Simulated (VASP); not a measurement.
LiCl (rock salt):

```
CELL_PARAMETERS angstrom
      0.00000     2.57000     2.57000
      2.57000     0.00000     2.57000
      2.57000     2.57000     0.00000
ATOMIC_POSITIONS crystal
  Li 0.00000 0.00000 0.00000
  Cl 0.50000 0.50000 0.50000
```

The lowest empty band near Γ, direction [111], from PBE with spin-orbit coupling in VASP (PAW); its two spin partners are averaged. The gap over the points computed is 6.26 eV, and the next band on that side lies 5.63 eV away at the edge.

Run with 520 eV cut-off, 10×10×10 Γ-centred mesh, Gaussian smearing of 0.050 eV, potentials Li_sv Cl.

```tsv
distance from the edge in k (1/Å)	distance in energy (meV)
0.025	5.1
0.035	10.2
0.050	20.4
0.070	39.6
```

### Question
Fit E(1 + αE) = ħ²k²/2m* (ħ²/2m0 = 3.810 eV Å²) and predict the row at 0.095 1/Å.

### Answer
The rows don't resolve α, so a parabola serves: the electron mass is m* = 0.470 m0, and so 73.2 meV. The run gave 71.7 meV, -1.5 meV from the fit.

Left out are points under 3 meV from the edge, since the levels carry 0.1 meV, and points farther than half the way to the next band.

The compound is LiCl in the rock salt structure. The cell was not relaxed at this level.
